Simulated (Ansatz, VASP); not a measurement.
# Cross-check of WS2 between VASP and Ansatz

Aim: how closely do two programs agree when they are given the same cell, functional and k mesh? The cell is taken from a series of runs on this material, whose earlier steps may have relaxed, scaled, displaced or heated it; both programs get it as it stands.

Method: plane waves, with VASP 6.6.1 beside it; PBEsol, in Ansatz 0.2.0.

### 1. The structure

The cell holds 3 atoms: 1 W and 2 S. Its edges and angles: a = 3.146 Å, b = 3.241 Å, c = 30.000 Å, α = 90.0°, β = 90.0°, γ = 119.0°. Vacuum lies along c.

### 2. VASP: zone-centre phonons, PBEsol, pair 1

Second derivatives magnify differences that forces hide, and they need a tight electronic threshold.

Lines of VASP's logs that name or quote its potential files are left out, and so is its time.

The input, INCAR:

```
SYSTEM = WS2
PREC = Accurate
ENCUT = 600
EDIFF = 1E-08
NELM = 120
ISMEAR = 0
SIGMA = 0.01
LREAL = .FALSE.
ALGO = Normal
GGA = PS
NBANDS = 15
LASPH = .TRUE.
LORBIT = 11
LWAVE = .FALSE.
LCHARG = .FALSE.
ISIF = 2
IBRION = 8
GGA_COMPAT = .FALSE.
EFERMI = MIDGAP
NELMDL = -8
KPAR = 2
```

The input, POSCAR:

```
WS2
1.0
    3.1458467052      0.0000000000      0.0000000000
   -1.5729233526      2.8333584895      0.0000000000
    0.0000000000      0.0000000000     30.0000000000
W S
1 2
Direct
    0.3347291761      0.6694583521      0.3333333333
    0.6659687453      0.3319374905      0.3848050448
    0.6659687453      0.3319374905      0.2818616217
```

The input, KPOINTS:

```
Automatic mesh
0
Gamma
12 12 1
0 0 0
```

The projector-augmented-wave data sets are W and S (PBE family, release 64).

Run with:

```bash
> mpirun -np 2 vasp_std
```

Numbers of over 12 decimals in the logs are rounded to 6 here.

The program printed:

```text
[banner, memory and clock lines left out]
running    2 mpi-ranks, on    1 nodes
 distrk:  each k-point on    1 cores,    2 groups
 distr:  one band on    1 cores,    1 groups

 POSCAR found type information on POSCAR W S
 POSCAR found :  2 types and       3 ions
|                                                                             |
|               ----> ADVICE to this user running VASP <----                  |
|                                                                             |
|     You enforced a specific xc type in the INCAR file but a different       |
|     [... a line on the potential file left out ...]
|     I HOPE YOU KNOW WHAT YOU ARE DOING!                                     |
|                                                                             |

 LDA part: xc-table for (Slater+PW92), standard interpolation
 POSCAR, INCAR and KPOINTS ok, starting setup
 FFT: planning ... GRIDC
 FFT: planning ... GRID_SOFT
 FFT: planning ... GRID
 WAVECAR not read
 entering main loop
       N       E                     dE             d eps       ncg     rms          rms(c)
DAV:   1     0.145484163043E+03    0.14548E+03   -0.61021E+03  1290   0.946E+02
DAV:   2    -0.690380303891E+01   -0.15239E+03   -0.14162E+03  2210   0.164E+02
DAV:   3    -0.262250512300E+02   -0.19321E+02   -0.19116E+02  1808   0.746E+01
DAV:   4    -0.266516131613E+02   -0.42656E+00   -0.42412E+00  1727   0.138E+01
DAV:   5    -0.266623562899E+02   -0.10743E-01   -0.10739E-01  1811   0.210E+00
DAV:   6    -0.266627914861E+02   -0.43520E-03   -0.43517E-03  1782   0.437E-01
DAV:   7    -0.266628097738E+02   -0.18288E-04   -0.18286E-04  1891   0.810E-02
DAV:   8    -0.266628106317E+02   -0.85784E-06   -0.85777E-06  1836   0.168E-02    0.277E+01
DAV:   9    -0.254603516245E+02    0.12025E+01   -0.32958E+00  1942   0.130E+01    0.119E+01
DAV:  10    -0.253163607896E+02    0.14399E+00   -0.10045E+00  1696   0.801E+00    0.587E+00
DAV:  11    -0.252475366442E+02    0.68824E-01   -0.14385E-01  1703   0.324E+00    0.904E-01
DAV:  12    -0.252460801830E+02    0.14565E-02   -0.25503E-02  1843   0.110E+00    0.422E-01
DAV:  13    -0.252445502631E+02    0.15299E-02   -0.60911E-03  1780   0.561E-01    0.164E-01
DAV:  14    -0.252444822671E+02    0.67996E-04   -0.49556E-04  1773   0.182E-01    0.604E-02
[...]
DAV:  23    -0.252447456918E+02   -0.70877E-05   -0.17554E-07  1682   0.126E-03    0.278E-04
DAV:  24    -0.252447493674E+02   -0.36755E-05   -0.10361E-07  1682   0.830E-04    0.271E-04
DAV:  25    -0.252447511105E+02   -0.17432E-05   -0.31614E-08  1566   0.460E-04    0.145E-04
DAV:  26    -0.252447517747E+02   -0.66418E-06   -0.73101E-09  1495   0.229E-04    0.111E-04
DAV:  27    -0.252447520187E+02   -0.24393E-06   -0.76140E-10  1394   0.140E-04    0.585E-05
DAV:  28    -0.252447520992E+02   -0.80588E-07    0.32235E-10  1317   0.664E-05    0.261E-05
DAV:  29    -0.252447521266E+02   -0.27349E-07    0.73006E-10  1296   0.448E-05    0.140E-05
DAV:  30    -0.252447521351E+02   -0.84901E-08    0.82212E-10  1261   0.282E-05
   1 F= -.25244752E+02 E0= -.25244752E+02  d E =0.000000E+00
 Linear response reoptimize wavefunctions to high precision
DAV:   1    -0.252447521363E+02   -0.12128E-08    0.86469E-10  1331   0.113E-05
DAV:   2    -0.252447521362E+02    0.63665E-10    0.86707E-10  1401   0.407E-06
 Linear response DOF=           6
 Linear response progress:
  Degree of freedom:   1/  6
       N       E                     dE             d eps       ncg     rms          rms(c)
RMM:   1    -0.114614706277E+00   -0.11461E+00   -0.10891E-01  4237   0.179E+00
RMM:   2    -0.109425165315E+00    0.51895E-02   -0.32609E-03  3507   0.366E-01    0.192E-01
RMM:   3    -0.108808914062E+00    0.61625E-03   -0.33380E-04  3482   0.105E-01    0.114E-01
RMM:   4    -0.108604564686E+00    0.20435E-03   -0.40195E-04  3442   0.124E-01    0.154E-02
RMM:   5    -0.108646090229E+00   -0.41526E-04   -0.11311E-05  3842   0.177E-02    0.367E-03
RMM:   6    -0.108653283175E+00   -0.71929E-05   -0.88935E-07  3814   0.327E-03    0.628E-04
RMM:   7    -0.108651228389E+00    0.20548E-05    0.24792E-07  3981   0.810E-04    0.224E-04
RMM:   8    -0.108650159299E+00    0.10691E-05   -0.58913E-09  3938   0.265E-04    0.693E-05
RMM:   9    -0.108649914924E+00    0.24438E-06    0.23275E-08  4089   0.914E-05    0.287E-05
RMM:  10    -0.108649960903E+00   -0.45979E-07    0.21871E-08  3982   0.552E-05    0.401E-06
RMM:  11    -0.108649974597E+00   -0.13694E-07    0.28369E-08  4241   0.277E-05    0.212E-06
RMM:  12    -0.108649980669E+00   -0.60718E-08    0.24224E-09  3952   0.233E-05    0.526E-07
 first order change of Fermi-energy   0.51940E-03
 force on displaced ion       1 direction 1 : -21.888  -0.012   0.000
 Linear response progress:
  Degree of freedom:   2/  6
       N       E                     dE             d eps       ncg     rms          rms(c)
RMM:   1    -0.113299537792E+00   -0.11330E+00   -0.10195E-01  2441   0.177E+00
RMM:   2    -0.108596945015E+00    0.47026E-02   -0.34110E-03  2040   0.367E-01    0.191E-01
RMM:   3    -0.108053198634E+00    0.54375E-03   -0.32762E-04  2019   0.987E-02    0.114E-01
RMM:   4    -0.107892191592E+00    0.16101E-03   -0.38444E-04  2049   0.116E-01    0.144E-02
RMM:   5    -0.107923116252E+00   -0.30925E-04   -0.67157E-06  2280   0.171E-02    0.492E-03
[...]
RMM:  10    -0.107929939294E+00    0.50264E-07    0.71525E-10  2285   0.584E-05    0.947E-06
RMM:  11    -0.107929940269E+00   -0.97532E-09    0.16410E-09  2392   0.328E-05    0.450E-06
 first order change of Fermi-energy   0.65587E-01
 force on displaced ion       1 direction 2 :  -0.000 -20.715  -0.000
 Linear response progress:
  Degree of freedom:   3/  6
       N       E                     dE             d eps       ncg     rms          rms(c)
RMM:   1    -0.169239251784E+00   -0.16924E+00   -0.16848E-01  2880   0.200E+00
RMM:   2    -0.151024310617E+00    0.18215E-01   -0.65218E-03  2077   0.552E-01    0.195E-01
RMM:   3    -0.150207288059E+00    0.81702E-03   -0.63494E-04  2156   0.147E-01    0.116E-01
RMM:   4    -0.150036369392E+00    0.17092E-03   -0.48898E-04  2101   0.119E-01    0.411E-02
RMM:   5    -0.150124868543E+00   -0.88499E-04   -0.35725E-05  2236   0.323E-02    0.174E-02
RMM:   6    -0.150178571335E+00   -0.53703E-04   -0.10031E-05  2134   0.175E-02    0.494E-03
RMM:   7    -0.150163167785E+00    0.15404E-04    0.32369E-07  2263   0.326E-03    0.158E-03
RMM:   8    -0.150164516029E+00   -0.13482E-05   -0.16469E-07  2202   0.113E-03    0.291E-04
RMM:   9    -0.150164137683E+00    0.37835E-06    0.68283E-09  2341   0.292E-04    0.107E-04
RMM:  10    -0.150163879113E+00    0.25857E-06    0.34147E-10  2278   0.364E-04    0.549E-05
RMM:  11    -0.150163862253E+00    0.16860E-07    0.12064E-08  2348   0.112E-04    0.594E-05
RMM:  12    -0.150163936485E+00   -0.74232E-07    0.25949E-08  2428   0.177E-04    0.465E-05
RMM:  13    -0.150163975285E+00   -0.38800E-07    0.26575E-07  2341   0.873E-05    0.245E-05
RMM:  14    -0.150163984512E+00   -0.92270E-08    0.10091E-07  2510   0.742E-05    0.108E-05
RMM:  15    -0.150163974060E+00    0.10451E-07    0.17038E-07  2605   0.667E-05    0.815E-06
RMM:  16    -0.150163972700E+00    0.13605E-08    0.56309E-08  2631   0.560E-05    0.341E-06
 first order change of Fermi-energy   0.31947E-05
 force on displaced ion       1 direction 3 :  -0.000   0.000 -32.231
 Linear response progress:
  Degree of freedom:   4/  6
       N       E                     dE             d eps       ncg     rms          rms(c)
RMM:   1    -0.935579523262E-01   -0.93558E-01    0.58316E-03  5305   0.208E+00
RMM:   2    -0.921550158973E-01    0.14029E-02   -0.23370E-03  3594   0.385E-01    0.129E-01
RMM:   3    -0.923429465476E-01   -0.18793E-03   -0.11256E-04  3655   0.689E-02    0.749E-02
RMM:   4    -0.926092738697E-01   -0.26633E-03   -0.72904E-05  3777   0.447E-02    0.135E-02
RMM:   5    -0.925527625402E-01    0.56511E-04   -0.46121E-06  3969   0.107E-02    0.503E-03
RMM:   6    -0.925308857660E-01    0.21877E-04   -0.48062E-07  3958   0.329E-03    0.229E-03
RMM:   7    -0.925403399022E-01   -0.94541E-05    0.10423E-07  3919   0.137E-03    0.562E-04
RMM:   8    -0.925394134368E-01    0.92647E-06   -0.25019E-08  4059   0.345E-04    0.136E-04
RMM:   9    -0.925388781252E-01    0.53531E-06   -0.40063E-08  4146   0.129E-04    0.824E-05
RMM:  10    -0.925388748548E-01    0.32704E-08   -0.37046E-08  4128   0.729E-05    0.477E-06
 first order change of Fermi-energy  -0.25758E-03
 force on displaced ion       2 direction 1 : -10.607  -0.002   0.000
 Linear response progress:
  Degree of freedom:   5/  6
       N       E                     dE             d eps       ncg     rms          rms(c)
RMM:   1    -0.954307509919E-01   -0.95431E-01    0.63462E-03  3072   0.209E+00
RMM:   2    -0.937429792428E-01    0.16878E-02   -0.24701E-03  2083   0.393E-01    0.133E-01
RMM:   3    -0.939370360825E-01   -0.19406E-03   -0.12565E-04  2111   0.719E-02    0.768E-02
RMM:   4    -0.942103638437E-01   -0.27333E-03   -0.77537E-05  2199   0.465E-02    0.147E-02
RMM:   5    -0.941646318809E-01    0.45732E-04   -0.42039E-06  2329   0.112E-02    0.725E-03
RMM:   6    -0.941305891265E-01    0.34043E-04   -0.97424E-07  2225   0.525E-03    0.247E-03
RMM:   7    -0.941310291221E-01   -0.44000E-06   -0.32969E-08  2351   0.995E-04    0.164E-03
RMM:   8    -0.941406822134E-01   -0.96531E-05   -0.80426E-08  2124   0.126E-03    0.399E-04
RMM:   9    -0.941400524204E-01    0.62979E-06   -0.67010E-09  2386   0.312E-04    0.183E-04
RMM:  10    -0.941394053648E-01    0.64706E-06   -0.15181E-08  2350   0.102E-04    0.822E-05
RMM:  11    -0.941393729855E-01    0.32379E-07   -0.66495E-08  2380   0.711E-05    0.173E-05
RMM:  12    -0.941393512410E-01    0.21744E-07   -0.71998E-08  2485   0.510E-05    0.463E-06
RMM:  13    -0.941393247141E-01    0.26527E-07   -0.47552E-08  2384   0.483E-05    0.385E-06
RMM:  14    -0.941393198744E-01    0.48397E-08   -0.55831E-08  2391   0.461E-05    0.164E-06
 first order change of Fermi-energy  -0.32750E-01
 force on displaced ion       2 direction 2 :   0.000 -10.083   0.675
 Linear response progress:
  Degree of freedom:   6/  6
       N       E                     dE             d eps       ncg     rms          rms(c)
RMM:   1    -0.159139283453E+00   -0.15914E+00    0.17711E-02  3058   0.215E+00
RMM:   2    -0.155775234658E+00    0.33640E-02   -0.31844E-03  2102   0.424E-01    0.345E-01
RMM:   3    -0.155659120128E+00    0.11611E-03   -0.38317E-04  2180   0.124E-01    0.249E-01
RMM:   4    -0.155791124631E+00   -0.13200E-03   -0.25755E-04  2168   0.764E-02    0.441E-02
RMM:   5    -0.155773512376E+00    0.17612E-04   -0.84317E-05  2151   0.467E-02    0.166E-02
RMM:   6    -0.155774624542E+00   -0.11122E-05   -0.32142E-06  2223   0.120E-02    0.441E-03
RMM:   7    -0.155774744160E+00   -0.11962E-06   -0.21602E-07  2296   0.298E-03    0.226E-03
RMM:   8    -0.155777175312E+00   -0.24312E-05    0.88895E-09  2338   0.690E-04    0.154E-03
RMM:   9    -0.155784146550E+00   -0.69712E-05   -0.52170E-09  2183   0.967E-04    0.327E-04
RMM:  10    -0.155786060526E+00   -0.19140E-05    0.56469E-09  2322   0.350E-04    0.458E-04
RMM:  11    -0.155789797867E+00   -0.37373E-05   -0.13425E-08  2473   0.660E-04    0.201E-04
RMM:  12    -0.155791224704E+00   -0.14268E-05   -0.11472E-08  2462   0.262E-04    0.822E-05
RMM:  13    -0.155792480867E+00   -0.12562E-05   -0.17179E-07  2536   0.319E-04    0.400E-05
RMM:  14    -0.155792498858E+00   -0.17991E-07   -0.84766E-08  2506   0.120E-04    0.581E-05
RMM:  15    -0.155792692876E+00   -0.19402E-06   -0.11806E-07  2594   0.186E-04    0.267E-05
RMM:  16    -0.155792698561E+00   -0.56844E-08   -0.31200E-08  2590   0.795E-05    0.264E-05
 first order change of Fermi-energy   0.31119E+00
 force on displaced ion       2 direction 3 :   0.000   0.675 -18.296
 Linear response finished
```

From OUTCAR (step 2):

```text
ion  position               nearest neighbor table
   1  0.335  0.669  0.333-   2 2.40   2 2.40   3 2.40   3 2.40   2 2.43   3 2.43
   2  0.666  0.332  0.385-   1 2.40   1 2.40   1 2.43
   3  0.666  0.332  0.282-   1 2.40   1 2.40   1 2.43

  LATTYP: Found a base centered orthorhombic cell.
 ALAT       =     3.1458467052
 B/A-ratio  =     1.8013328398
 C/A-ratio  =     9.5363833051

 Subroutine GETGRP returns: Found  4 space group operations
 (whereof  2 operations were pure point group operations)

The static configuration has the point symmetry C_1h.
 The point group associated with its full space group is C_2v.

 Found     43 irreducible k-points:

   k-points           NKPTS =     43   k-points in BZ     NKDIM =     43   number of bands    NBANDS=     15

   dimension x,y,z NGX =    28 NGY =   28 NGZ =  240
   dimension x,y,z NGXF=    56 NGYF=   56 NGZF=  480

   ENCUT  =  600.0 eV  44.10 Ry    6.64 a.u.   6.28  6.47 59.92*2*pi/ulx,y,z

   NELECT =      18.0000    total number of electrons

 k-points in reciprocal lattice and weights: Automatic mesh
   0.00000000  0.00000000  0.00000000       0.007
   0.08333333  0.00000000  0.00000000       0.028
   0.16666667  0.00000000  0.00000000       0.028
   0.25000000  0.00000000  0.00000000       0.028
   0.33333333  0.00000000  0.00000000       0.028
   0.41666667 -0.00000000  0.00000000       0.028
   0.50000000  0.00000000  0.00000000       0.014
   0.00000000  0.08333333  0.00000000       0.014
   0.08333333  0.08333333  0.00000000       0.028
[...]
0.16666667  0.41666667  0.00000000       0.014
   0.00000000  0.50000000  0.00000000       0.007

 average (electrostatic) potential at core
       1 -48.8747       2 -94.9089       3 -94.9089

  Total       -0.7983958     -3.1738216     -0.1051380      0.0000000      0.0000000      0.0000000
  in kB       -4.7837502    -19.0165952     -0.6299557      0.0000000      0.0000000      0.0000000
  external PRESSURE =      -8.1434337 kB  Pullay stress =       0.0000000 kB

  energy-cutoff  :      600.00
  volume of cell :      267.40
      direct lattice vectors                 reciprocal lattice vectors
     3.145846705  0.000000000  0.000000000     0.317879444  0.176469021  0.000000000
    -1.572923353  2.833358490  0.000000000     0.000000000  0.352938043  0.000000000
     0.000000000  0.000000000 30.000000000     0.000000000  0.000000000  0.033333333

 POSITION                                       TOTAL-FORCE (eV/Angst)
 -----------------------------------------------------------------------------------
      0.00000      1.89682     10.00000         0.000000      0.003016      0.000000
      1.57292      0.94050     11.54415        -0.000000     -0.001508     -0.031453
      1.57292      0.94050      8.45585        -0.000000     -0.001508      0.031453
 -----------------------------------------------------------------------------------
    total drift:                               -0.000000     -0.000266      0.000003

 Eigenvectors and eigenvalues of the dynamical matrix
 ----------------------------------------------------

   1 f  =   12.891308 THz    80.998477 2PiTHz  430.007747 cm-1    53.314142 meV
             X         Y         Z           dx          dy          dz
      0.000000  1.896816 10.000000     0.000000    0.000000   -0.507138
      1.572923  0.940498 11.544151    -0.000000   -0.052178    0.607193
      1.572923  0.940498  8.455849    -0.000000    0.052178    0.607193

   2 f  =   12.513479 THz    78.624506 2PiTHz  417.404721 cm-1    51.751566 meV
             X         Y         Z           dx          dy          dz
      0.000000  1.896816 10.000000     0.000000    0.052279    0.000000
      1.572923  0.940498 11.544151    -0.000000   -0.062569    0.703362
      1.572923  0.940498  8.455849    -0.000000   -0.062569   -0.703362

   3 f  =   10.606901 THz    66.645122 2PiTHz  353.808121 cm-1    43.866597 meV
             X         Y         Z           dx          dy          dz
      0.000000  1.896816 10.000000     0.508550    0.000000   -0.000000
      1.572923  0.940498 11.544151    -0.608842   -0.000000   -0.000000
      1.572923  0.940498  8.455849    -0.608842   -0.000000    0.000000

   4 f  =   10.293533 THz    64.676173 2PiTHz  343.355292 cm-1    42.570611 meV
             X         Y         Z           dx          dy          dz
      0.000000  1.896816 10.000000    -0.000000    0.505824   -0.000000
      1.572923  0.940498 11.544151     0.000000   -0.605631   -0.072674
      1.572923  0.940498  8.455849     0.000000   -0.605631    0.072674

   5 f  =    8.847159 THz    55.588337 2PiTHz  295.109446 cm-1    36.588892 meV
             X         Y         Z           dx          dy          dz
      0.000000  1.896816 10.000000     0.000000    0.000000    0.000000
      1.572923  0.940498 11.544151    -0.707107   -0.000000   -0.000000
      1.572923  0.940498  8.455849     0.707107    0.000000   -0.000000

   6 f  =    8.616938 THz    54.141819 2PiTHz  287.430118 cm-1    35.636777 meV
             X         Y         Z           dx          dy          dz
      0.000000  1.896816 10.000000    -0.000000   -0.000000   -0.037621
      1.572923  0.940498 11.544151    -0.000000    0.705179    0.044887
      1.572923  0.940498  8.455849     0.000000   -0.705179    0.044887

   7 f/i=    0.000094 THz     0.000588 2PiTHz    0.003123 cm-1     0.000387 meV
             X         Y         Z           dx          dy          dz
      0.000000  1.896816 10.000000     0.861032   -0.000000    0.000000
      1.572923  0.940498 11.544151     0.359599   -0.000000    0.000000
      1.572923  0.940498  8.455849     0.359599   -0.000000    0.000000

   8 f/i=    0.000359 THz     0.002253 2PiTHz    0.011959 cm-1     0.001483 meV
             X         Y         Z           dx          dy          dz
      0.000000  1.896816 10.000000    -0.000000   -0.861051    0.000000
      1.572923  0.940498 11.544151    -0.000000   -0.359577    0.000013
      1.572923  0.940498  8.455849    -0.000000   -0.359577   -0.000013

   9 f/i=    0.000990 THz     0.006218 2PiTHz    0.033010 cm-1     0.004093 meV
             X         Y         Z           dx          dy          dz
      0.000000  1.896816 10.000000     0.000000   -0.000000   -0.861043
      1.572923  0.940498 11.544151     0.000000   -0.000079   -0.359586
      1.572923  0.940498  8.455849     0.000000    0.000079   -0.359586

 ELASTIC MODULI CONTR FROM IONIC RELAXATION (kBar)
 Direction    XX          YY          ZZ          XY          YZ          ZX
 --------------------------------------------------------------------------------
 XX         -84.4657    -71.2443   -209.7153      0.0000      0.0000      0.0000
 YY         -71.2443    -90.0899   -221.3876      0.0000      0.0000     -0.0000
 ZZ        -209.7153   -221.3876   -586.7019      0.0000      0.0000     -0.0000
 XY           0.0000      0.0000      0.0000     -9.1030      0.0000      0.0000
 YZ           0.0000      0.0000      0.0000      0.0000   -293.1529      0.0000
 ZX           0.0000     -0.0000     -0.0000      0.0000      0.0000   -268.6240
 --------------------------------------------------------------------------------
```

(Part 1 of 3 ends here.)

[Lines on the potential files, build, host, timing and source positions are cut from VASP's logs without a mark.]

[Logs are printed without paths, hosts, clocks, repeated set-up lines and the standing remarks that a program may print on its own settings, such as how far it seeks lower states.]

[Hosts, paths, dates, database ids (printed as entryN), source tags and the programs' standing remarks are cut or masked in the printed files.]
